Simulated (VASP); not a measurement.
These are r2SCAN meta-GGA, VASP's PBE PAW potentials (set 64) (plane waves; VASP) values and carry that method's errors.

A VASP calculation is set up with these files.

### POSCAR
```
CaHI
1.0
  4.0180940261   0.0000000000   0.0000000000
  0.0000000000   4.0180940261   0.0000000000
  0.0000000000   0.0000000000   9.0856068962
Ca H I
2 2 2
Direct
  0.0000000000   0.5000000000   0.1344661944
  0.5000000000   0.0000000000   0.8655338056
  0.5000000000   0.5000000000   1.0000000000
  0.0000000000   0.0000000000   1.0000000000
  1.0000000000   0.5000000000   0.6909036417
  0.5000000000   0.0000000000   0.3090963583
```

File KPOINTS:
```
Automatic mesh
0
Gamma
7 7 3
0 0 0
```

**INCAR**
```
ALGO = Normal
CSHIFT = 0.1
EDIFF = 1E-7
ENCUT = 400
ISMEAR = 0
LASPH = .TRUE.
LCHARG = .FALSE.
LMAXMIX = 4
LMIXTAU = .TRUE.
LOPTICS = .TRUE.
LPEAD = .TRUE.
LREAL = .FALSE.
LWAVE = .FALSE.
METAGGA = R2SCAN
NBANDS = 66
NEDOS = 1001
NELM = 100
PREC = Accurate
SIGMA = 0.01
SYSTEM = CaHI
```

POTCAR, in this order: Ca_sv H I (PBE.64 set). Program: vasp_std.

**Question.** Predict the energy per atom (σ→0).

**Answer.** 
- energy per atom (σ→0) = -1251.0 kJ/mol of atoms

OSZICAR:
```
...
DAV:  20    -0.777946829446E+02   -0.50845E-05   -0.38608E-06  2884   0.920E-03    0.654E-03
DAV:  21    -0.777946879160E+02   -0.49715E-05   -0.27327E-06  2968   0.586E-03    0.374E-03
DAV:  22    -0.777946882792E+02   -0.36311E-06   -0.35534E-07  2886   0.240E-03    0.227E-03
DAV:  23    -0.777946888370E+02   -0.55788E-06   -0.10234E-07  3504   0.102E-03    0.105E-03
DAV:  24    -0.777946889837E+02   -0.14662E-06   -0.38287E-08  2492   0.853E-04    0.394E-04
DAV:  25    -0.777946890142E+02   -0.30536E-07   -0.20990E-08  1754   0.549E-04
   1 F= -.77794689E+02 E0= -.77794689E+02  d E =-.280642E-13
 imaginary and real dielectric function
```

The structure comes from a computed database's CaHI entry (P4/nmm); how it stands against other phases isn't given here. It was relaxed first.
